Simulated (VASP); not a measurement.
## WSe2 (relaxed from the CdI2 structure, space group P-3m1): computed properties

The numbers are results of r2SCAN meta-GGA, VASP's PBE PAW potentials (set 64) (plane waves; VASP), not measurements.

```json
{
 "space_group": "P-3m1 (164)",
 "cell": "a = 3.3444 Å, b = 3.3444 Å, c = 6.7302 Å, α = 90.00°, β = 90.00°, γ = 120.00°",
 "volume_per_atom": "21.73 Å³/atom",
 "band gap (over mesh and band path)": "none (metal, semimetal or under 0.01 eV)",
 "density": "8.71 g/cm³"
}
```

```yaml
crystal:
  lattice:
    - [3.34441, 0.00000, 0.00000]
    - [-1.67221, 2.89635, 0.00000]
    - [0.00000, 0.00000, 6.73021]
  atoms:
    - { symbol: W, position: [0.00000, 0.00000, 0.00000] }
    - { symbol: Se, position: [0.33333, 0.66667, 0.24756] }
    - { symbol: Se, position: [0.66667, 0.33333, 0.75244] }
```

Unless said otherwise, spin-orbit coupling is left out, though it shifts the bands of the heavy elements here.

The structure was generated: WSe2 was put into the CdI2 type (P-3m1), which need not be its known phase. It was relaxed first, which changed the volume by -14 %. Symmetry was kept, so distortions that lower it aren't found.
